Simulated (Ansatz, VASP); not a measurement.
# LiH72IO36 in two plane-wave programs

Wanted: the spread between two codes on one cell, functional and k mesh. The cell is taken from a series of runs on this material, whose earlier steps may have relaxed, scaled, displaced or heated it; both programs get it as it stands.

Main program and level: Ansatz 0.2.0; plane waves, with VASP 6.6.1 beside it; single point at PBE.

## Step 1: The starting structure

The cell holds 110 atoms: 36 O, 72 H, 1 Li and 1 I. Its edges and angles: a = 10.442 Å, b = 10.442 Å, c = 10.442 Å, α = 90.0°, β = 90.0°, γ = 90.0°.

## Step 2: VASP: single point, PBE

With cell and atoms fixed, the geometry can't cause a difference; cores, projectors, grids and the points listed under the comparison can.

Lines of VASP's logs that name or quote its potential files are left out, and so is its time.

INCAR

```
SYSTEM = LiH72IO36
PREC = Accurate
ENCUT = 650
EDIFF = 1E-05
NELM = 100
ISMEAR = -1
SIGMA = 0.05
LREAL = Auto
ALGO = Fast
GGA = PE
NBANDS = 226
LORBIT = 11
LWAVE = .FALSE.
LCHARG = .FALSE.
ISIF = 2
```

POSCAR

```
LiH72IO36
1.0
   10.4422600000      0.0000000000      0.0000000000
    0.0000000000     10.4422600000      0.0000000000
    0.0000000000      0.0000000000     10.4422600000
O H Li I
36 72 1 1
Direct
    0.4241100000      0.0314500000      0.0498000000
    0.1833400000      0.0528200000      0.5598700000
    0.4870000000      0.1579900000      0.5057100000
    0.7245400000      0.7238200000      0.5804700000
    0.7070300000      0.6362500000      0.8553700000
    0.1384400000      0.0571300000      0.9138700000
    0.7109700000      0.3813300000      0.9471600000
    0.4701900000      0.5641900000      0.6743200000
    0.0703100000      0.1557700000      0.1569400000
    0.9458100000      0.1096200000      0.4119900000
    0.8701800000      0.9573700000      0.0933800000
    0.6462600000      0.3754500000      0.5775100000
    0.2047500000      0.6248900000      0.0833400000
    0.8283800000      0.8784700000      0.8543500000
    0.9724600000      0.6257800000      0.8052900000
    0.0404700000      0.4190300000      0.0797500000
    0.1178300000      0.8066500000      0.6923300000
    0.4937600000      0.2606700000      0.0223700000
    0.8156100000      0.4550700000      0.3427700000
    0.3045300000      0.2528100000      0.8482400000
    0.4849200000      0.3046200000      0.2777000000
    0.5606600000      0.9251300000      0.8723800000
    0.3071700000      0.0974200000      0.2775200000
    0.2849500000      0.8226200000      0.9101800000
    0.4083400000      0.6835000000      0.4478500000
    0.7013300000      0.0384700000      0.2852200000
    0.0209600000      0.7635200000      0.1781700000
    0.2099500000      0.5307800000      0.7961400000
    0.4963100000      0.5569400000      0.2330000000
    0.7192700000      0.6854800000      0.1714300000
[... 74 atom lines left out ...]
    0.6127700000      0.8601800000      0.5181200000
    0.4711500000      0.8652000000      0.4520000000
    0.1663000000      0.7545300000      0.4983000000
    0.0987500000      0.6374800000      0.4196300000
    0.8797700000      0.1041200000      0.2234900000
    0.8753500000      0.1790200000      0.7346800000
```

KPOINTS

```
Automatic mesh
0
Gamma
1 1 1
0 0 0
```

Potentials, in the order of the species: O, H, Li_sv and I (PBE family, release 64).

Command:

```sh
> export OMP_NUM_THREADS=5
> mpirun -np 1 vasp_gam
```

Numbers of over 12 decimals in the logs are rounded to 6 here.

Output:

```text
[banner, memory and clock lines left out]
running    1 mpi-ranks, on    1 nodes
[...]
Offloading initialized ...    1 GPUs detected
[...]
LDA part: xc-table for (Slater+PW92), standard interpolation
 POSCAR, INCAR and KPOINTS ok, starting setup
[...]
entering main loop
       N       E                     dE             d eps       ncg     rms          rms(c)
DAV:   1     0.279300472544E+04    0.27930E+04   -0.17874E+05   460   0.147E+03
DAV:   2    -0.258850392600E+03   -0.30519E+04   -0.29102E+04   574   0.330E+02
DAV:   3    -0.577172359373E+03   -0.31832E+03   -0.31591E+03   568   0.111E+02
DAV:   4    -0.584261844964E+03   -0.70895E+01   -0.70680E+01   584   0.169E+01
[...]
RMM:  17    -0.531111590694E+03   -0.35300E-04   -0.33034E-04   757   0.252E-02    0.873E-03
RMM:  18    -0.531111602715E+03   -0.12021E-04   -0.13072E-04   683   0.184E-02    0.270E-03
RMM:  19    -0.531111608507E+03   -0.57925E-05   -0.63204E-05   638   0.149E-02
   1 F= -.53111161E+03 E0= -.53111161E+03  d E =-.466938E-11
```

From OUTCAR (step 2):

```text
  FREE ENERGIE OF THE ION-ELECTRON SYSTEM (eV)
  ---------------------------------------------------
  free  energy   TOTEN  =      -531.1116085070 eV

  energy  without entropy=     -531.1116085070  energy(sigma->0) =     -531.11160851

[... 1 further part left out ...]
```

The run ends at a pressure of -1.93 GPa, with forces up to 1.6 eV/Å.

## Step 3: Ansatz: single point, PBE

Ansatz runs on its default PAW (the set named soft_2) files.

The same cell, functional, mesh and smearing now go to Ansatz, which takes its cutoff from its data sets.

input.yaml

```yaml
crystal:
  lattice:
    - [10.44226, 0.0, 0.0]
    - [0.0, 10.44226, 0.0]
    - [0.0, 0.0, 10.44226]
  atoms:
    - { symbol: O, position: [0.42411, 0.03145, 0.0498] }
    - { symbol: H, position: [0.38477, 0.03311, 0.13709] }
    - { symbol: H, position: [0.45501, 0.11919, 0.02704] }
    - { symbol: O, position: [0.18334, 0.05282, 0.55987] }
    - { symbol: H, position: [0.25394, 0.0242, 0.6179] }
    - { symbol: H, position: [0.16045, 0.14364, 0.57982] }
    - { symbol: O, position: [0.487, 0.15799, 0.50571] }
    - { symbol: H, position: [0.52562, 0.07035, 0.50527] }
    - { symbol: H, position: [0.42148, 0.16365, 0.57532] }
    - { symbol: O, position: [0.72454, 0.72382, 0.58047] }
    - { symbol: H, position: [0.71906, 0.66253, 0.65385] }
    - { symbol: H, position: [0.70126, 0.67861, 0.49932] }
    - { symbol: O, position: [0.70703, 0.63625, 0.85537] }
    - { symbol: H, position: [0.70186, 0.72622, 0.88774] }
    - { symbol: H, position: [0.7988, 0.60934, 0.85037] }
    - { symbol: O, position: [0.13844, 0.05713, 0.91387] }
    - { symbol: H, position: [0.19958, 0.98412, 0.92398] }
    - { symbol: H, position: [0.05771, 0.02574, 0.87302] }
    - { symbol: O, position: [0.71097, 0.38133, 0.94716] }
    - { symbol: H, position: [0.74976, 0.31794, 0.88676] }
    - { symbol: H, position: [0.71973, 0.46951, 0.91085] }
    - { symbol: O, position: [0.47019, 0.56419, 0.67432] }
    - { symbol: H, position: [0.52835, 0.49064, 0.65485] }
    - { symbol: H, position: [0.51586, 0.62703, 0.73032] }
    - { symbol: O, position: [0.07031, 0.15577, 0.15694] }
    - { symbol: H, position: [0.13725, 0.12804, 0.21956] }
    - { symbol: H, position: [0.0883, 0.11648, 0.07148] }
    - { symbol: O, position: [0.94581, 0.10962, 0.41199] }
    - { symbol: H, position: [0.88797, 0.12689, 0.48634] }
    - { symbol: H, position: [0.02395, 0.06337, 0.44241] }
[... 74 atom lines left out ...]
    - { symbol: H, position: [0.47115, 0.8652, 0.452] }
    - { symbol: O, position: [0.15109, 0.71725, 0.41141] }
    - { symbol: H, position: [0.1663, 0.75453, 0.4983] }
    - { symbol: H, position: [0.09875, 0.63748, 0.41963] }
    - { symbol: Li, position: [0.87977, 0.10412, 0.22349] }
    - { symbol: I, position: [0.87535, 0.17902, 0.73468] }
kpoints:
  mp_grid: { grid: [1, 1, 1] }
hamiltonian:
  xc: pbe
scf:
  occupations: { method: fermi_dirac, width: 0.05 }
output:
  forces: true
  eigenvalues: true
  populations: true
  stress: true
```

Command:

```sh
> ansatz run input.yaml --threads 8 --pin off --max-ram 15872MiB --backend cpu --events-out ev --progress --plain --runs-dir out
```

Output:

```text
Engine: ansatz 0.2.0, aarch64-unknown-linux-gnu
Pseudopotentials: kind: paw
Pseudopotential: O, paw, valence charge 6, recommended cutoff 420 eV (normal), O.paw.azcp
Pseudopotential: H, paw, valence charge 1, recommended cutoff 420 eV (normal), H.paw.azcp
Pseudopotential: Li, paw, valence charge 3, recommended cutoff 420 eV (normal), Li.paw.azcp
Pseudopotential: I, paw, valence charge 17, recommended cutoff 420 eV (normal), I.paw.azcp
Functional definition: PBE
  parameter kappa = 0.804
  parameter beta = 0.066725
  exchange = pbe_x(kappa = kappa, mu = beta*pi^2/3)
  correlation = pbe_c(beta = beta)
Crystal: 110 atoms, lattice volume = 1138.632 Å³
Basis set: ecut = 420 eV, 22143 PW (Γ), exchange–correlation on 144×144×144 points (8 copies of the dense FFT grid, shifted against one another)
Bands: 264, of which v1, the nominal top of the filled ones, is band 154 counted from 1 (153 counted from 0)
Symmetry: 1 space group operations
Space group: P1 (ITA 1), of the structure as read, at distance tolerance 1.0e-4 Å
k-points: 1
Non-local potential: O, projectors of the file, l = 0: 2, l = 1: 2, l = 2: 1
Non-local potential: H, projectors of the file, l = 0: 2, l = 1: 1
Non-local potential: Li, projectors of the file, l = 0: 3, l = 1: 2, l = 2: 1
Non-local potential: I, projectors of the file, l = 0: 2, l = 1: 2, l = 2: 2, l = 3: 2
PAW form: soft (Blöchl's): semilocal exchange-correlation on the pseudo side does not see the compensation charge
PAW one-centre angular grid: O, 110 points (default); XC on 64 Gauss nodes
PAW one-centre angular grid: H, 110 points (default); XC on 64 Gauss nodes
PAW one-centre angular grid: Li, 110 points (default); XC on 64 Gauss nodes
PAW one-centre angular grid: I, 590 points (default); XC on 64 Gauss nodes
Initial density: superposition of atomic densities (neutral atoms: chi_scale 0, normalization atom), corrected by the library's trained network
Initial wavefunctions: pseudopotential atomic-orbital guess
Functional: x = pbe(κ = 0.804, μ = 0.219515), c = pbe(β = 0.066725)
SCF iter   1: F=—  HF=-29304.208399 eV  |F-HF|=—  |Δ(HF+E_count)|=         —  Δρ=3.16e-3  dr2=1.53e-1  ethr=1.77e-3  ⟨swp⟩=6.0  Hψ=1243  notcnv=0  defer=71
preconditioner: auto → Resta (q_TF=auto, 2.194 Å⁻¹)  ε∞=2.2  [insulator: Δε(μ)=3.709 eV  Ē_g=17.407 eV  σ=0.050 eV  W_gap=1.00  n_scr=202 (ndim 8)  ℏωp=18.9 eV  f_vac=0.266  D(μ)=0.00/eV (n_scr^D=0)  ε∞_Penn≈2.2]
SCF iter   2: F=—  HF=-29304.138929 eV  |F-HF|=—  |Δ(HF+E_count)|=   6.95e-2  Δρ=1.62e-3  dr2=3.09e-2  ethr=4.96e-5  ⟨swp⟩=2.0  Hψ=399  notcnv=0  defer=103
SCF iter   3: F=—  HF=-29304.119842 eV  |F-HF|=—  |Δ(HF+E_count)|=   1.91e-2  Δρ=6.30e-4  dr2=8.42e-3  ethr=1.00e-5  ⟨swp⟩=2.0  Hψ=279  notcnv=0  defer=103
SCF iter   4: F=—  HF=-29304.116560 eV  |F-HF|=—  |Δ(HF+E_count)|=   3.28e-3  Δρ=2.06e-4  dr2=5.20e-4  ethr=2.73e-6  ⟨swp⟩=2.0  Hψ=278  notcnv=0  defer=103
SCF iter   5: F=—  HF=-29304.116609 eV  |F-HF|=—  |Δ(HF+E_count)|=   4.88e-5  Δρ=1.15e-4  dr2=1.20e-4  ethr=1.69e-7  ⟨swp⟩=2.0  Hψ=308  notcnv=0  defer=103
SCF iter   6: F=—  HF=-29304.116616 eV  |F-HF|=—  |Δ(HF+E_count)|=   7.34e-6  Δρ=3.24e-5  dr2=9.05e-6  ethr=3.90e-8  ⟨swp⟩=2.0  Hψ=307  notcnv=0  defer=103
SCF iter   7: F=—  HF=-29304.117313 eV  |F-HF|=—  |Δ(HF+E_count)|=   6.97e-4  Δρ=8.67e-6  dr2=7.33e-7  ethr=2.94e-9  ⟨swp⟩=2.0  Hψ=413  notcnv=0  defer=103
SCF iter   8: F=—  HF=-29304.117314 eV  |F-HF|=—  |Δ(HF+E_count)|=   4.74e-7  Δρ=4.71e-6  dr2=1.94e-7  ethr=3.25e-11  ⟨swp⟩=17.0  Hψ=2071  notcnv=0
SCF iter   9: F=-29304.117314 eV  HF=-29304.117314 eV  |F-HF|=3.58e-9  |Δ(HF+E_count)|=  3.60e-10  Δρ=9.28e-7  dr2=8.95e-9  ethr=3.25e-11  ⟨swp⟩=4.0  Hψ=720  notcnv=0
SCF 1 converged in 9 iterations: F = -29304.117314 eV  dr2 = 8.95e-9
  greatest PAW one-centre occupation: 1.000 electrons in one spin orbital (limit 2), on the Li atom at site 108 (counted from 0), in its partial waves of l = 0
SCF converged after 9 iterations
Free energy (F): -29304.117314 eV
Harris-Foulkes:  -29304.117314 eV  (|F-HF|=3.58e-9)
Internal energy: -29304.117314 eV  (E = F + TS)
E sigma→0 (E₀):  -29304.117314 eV
Fermi energy:    0.197111 eV
--- Per-component energies (eV) ---
  E_band       = -3269.992032
  E_kinetic    = 7476.845410
  E_local      = -25367.023789  (includes V_loc(G=0)·N_el)
  E_nonlocal   = 1728.468427
  E_hartree    = 9496.568893
  E_xc         = -3404.947120
  E_vxc        = -4316.410200  (∫ρ·V_xc dr)
  E_paw        = -10585.446239  (= ΣΔE_a)
  E_vpaw       = -1785.013561  (= ΣTr[D̂ρ^β])
  E_aug_tail   = 0.006321  (compensation charges beyond the density's cutoff)
  E_ewald      = -8648.589218
  E_smearing   = -0.000000  (= −TS)
  E_closure    = -0.000000  (closes the sum)
  Σ components = -29304.117314   (vs F -29304.117314, Δ=0.00e0)
--- Forces (eV/Å), atoms counted from 1 ---
  atom   1  O     -0.13151746    -0.25563044     0.29488480
[...]
atom  47  H      1.10013377    -0.48896262     0.81812399
  atom  48  H     -0.56471743     0.28616342    -0.17816542
  atom  49  O      0.01045269     0.66270097    -0.29928365
  atom  50  H     -0.34516706    -0.03459229    -0.48271310
  atom  51  H      0.62975910    -0.44310374     0.66118654
  atom  52  O      0.40471287     0.59234101     0.18456879
  atom  53  H     -0.10935272     1.00567944    -0.21860599
  atom  54  H      0.28076382    -0.56121817     0.31997874
  atom  55  O     -0.28343127    -0.04562929     0.40538093
  atom  56  H      0.44037760     0.23298249    -0.99663784
  atom  57  H     -0.44314863    -0.09146597     0.64828545
  atom  58  O     -0.59462176     0.03158150     0.09138098
  atom  59  H      0.77426754     0.36233035     0.02122916
  atom  60  H     -0.79751716    -0.17088512    -0.16641518
  atom  61  O     -0.41186808    -0.16555833     0.55196215
  atom  62  H     -0.37319208    -0.06312916    -1.20621980
  atom  63  H      0.64409925    -0.09268837     0.36738133
  atom  64  O      0.48616313    -0.04605481    -0.27852589
  atom  65  H     -1.21594693    -0.76763872     0.13610763
  atom  66  H      0.58677127     0.25720609     0.39210760
  atom  67  O      0.00654859    -0.47730847     0.35085821
  atom  68  H     -0.13003804     1.08427224    -0.87362544
  atom  69  H      0.09007323    -0.40746326     0.66366505
[...]
atom 103  O     -0.16530178    -0.01119751     0.70134693
  atom 104  H     -0.81800533    -0.06236408    -0.36309760
  atom 105  H      1.20203960    -0.23766821     0.27556408
  atom 106  O     -0.25568850    -0.25955306     0.56016084
  atom 107  H     -0.54537010    -0.67002902    -0.69680761
  atom 108  H      0.56307518     0.53728412     0.29076514
  atom 109  Li    -0.25365519     0.01516661    -0.11487203
  atom 110  I     -0.39044415    -0.02932283     0.14770466
  max |Σ_I F_I| component: 2.69e-5 eV/Å
--- Stress (GPa, compression-positive) ---
       -2.033606       0.328111      -0.880556
        0.328111      -1.498802       0.384091
       -0.880556       0.384091      -1.928355
  P = ⅓ Tr σ = -1.8203 GPa (-18.203 kbar)
--- Band table (eV) ---
  k-point 0: bands = [... 150 lower, -2.0650, -1.9632, -1.9033, -1.6248, 2.0187, 3.5247, 3.7409, 3.8551, ... 106 higher]
--- Löwdin populations: 110 sites ---
  site symbol       q [e]
     0      O      6.7194
     1      H      0.6147
     2      H      0.6277
     3      O      6.7410
     4      H      0.6299
     5      H      0.6309
     6      O      6.6925
     7      H      0.6165
     8      H      0.6061
     9      O      6.6969
    10      H      0.6125
    11      H      0.5901
    12      O      6.6884
    13      H      0.5958
    14      H      0.6187
    15      O      6.6554
    16      H      0.6118
    17      H      0.6186
    18      O      6.6723
    19      H      0.6438
    20      H      0.6110
    21      O      6.6846
    22      H      0.6056
    23      H      0.5987
[...]
102      O      6.6743
   103      H      0.6031
   104      H      0.6001
   105      O      6.6712
   106      H      0.6041
   107      H      0.6012
   108     Li      2.2331
   109      I     17.4837
  spilling = 0.010461 (of n_electrons = 308.000000)
```

The column dr2 measures how far the density is from self-consistency, as an energy; F and HF (Harris–Foulkes) agree once it is small.

The run ends at a pressure of -1.82 GPa, with forces up to 1.7 eV/Å.

## Step 4: Differences

Known differences besides the potentials themselves: the data sets hold 308 valence electrons in Ansatz (default PAW (the set named soft_2) files) and 298 in VASP; the cutoff is 420 eV in Ansatz and 650 eV in VASP (PREC = Accurate, projectors in real space); VASP leaves aspherical gradient terms in its spheres out (LASPH is not set), Ansatz keeps them. Total energies have different zeros and are not compared.

Compared:

| quantity | Ansatz | VASP | difference |
| --- | --- | --- | --- |
| pressure (GPa) | -1.82 | -1.93 | +0.11 |
| gap on the k mesh (eV) | 3.644 | 3.592 | +0.052 |

Forces on 10 of the 110 atoms, those with the largest forces and the largest differences (eV/Å; atoms numbered as in POSCAR):

| atom | Ansatz x, y, z | VASP x, y, z |
| --- | --- | --- |
| H38 | -0.347, -0.646, 0.207 | -0.309, -0.551, 0.157 |
| H42 | 1.139, -0.744, -0.619 | 1.080, -0.719, -0.564 |
| H61 | 0.353, -0.245, 0.059 | 0.270, -0.311, 0.031 |
| H67 | 1.100, -0.489, 0.818 | 1.036, -0.456, 0.789 |
| H80 | 0.587, 0.257, 0.392 | 0.502, 0.275, 0.478 |
| H87 | 0.768, 0.149, 1.350 | 0.739, 0.141, 1.277 |
| H88 | -0.215, -0.015, -1.579 | -0.230, -0.037, -1.493 |
| H91 | -0.085, -1.190, 0.977 | -0.079, -1.129, 0.921 |
| H98 | -0.925, 0.050, 1.134 | -0.894, 0.049, 1.057 |
| H101 | 1.196, 0.201, 1.182 | 1.155, 0.199, 1.112 |

The forces differ by 47 meV/Å r.m.s., which is 9.2 % of the r.m.s. force of 0.52 eV/Å (both taken over all components). A gap on the mesh is an upper bound, since the band edges may lie between its points.

## Step 5: What came out

| Item | Value |
| --- | --- |
| r.m.s. force difference (single point, PBE) | 9.2 % of the r.m.s. force |
| difference in gap on the k mesh (single point, PBE) | 0.052 eV |

The r.m.s. force difference is 9.2 % of the r.m.s. force (single point, PBE), beyond the 3 % picked in this series as the mark of a large difference. What causes the difference of the single point, PBE pair stays open here. Such differences can come from data sets, numerical settings and the points named under the comparisons, not from the functional's error against experiment.

[Lines on the potential files, build, host, timing and source positions are cut from VASP's logs without a mark.]

[Logs are printed without paths, hosts, clocks, repeated set-up lines and the standing remarks that a program may print on its own settings, such as how far it seeks lower states.]

[Hosts, paths, dates, database ids (printed as entryN), source tags and the programs' standing remarks are cut or masked in the printed files.]
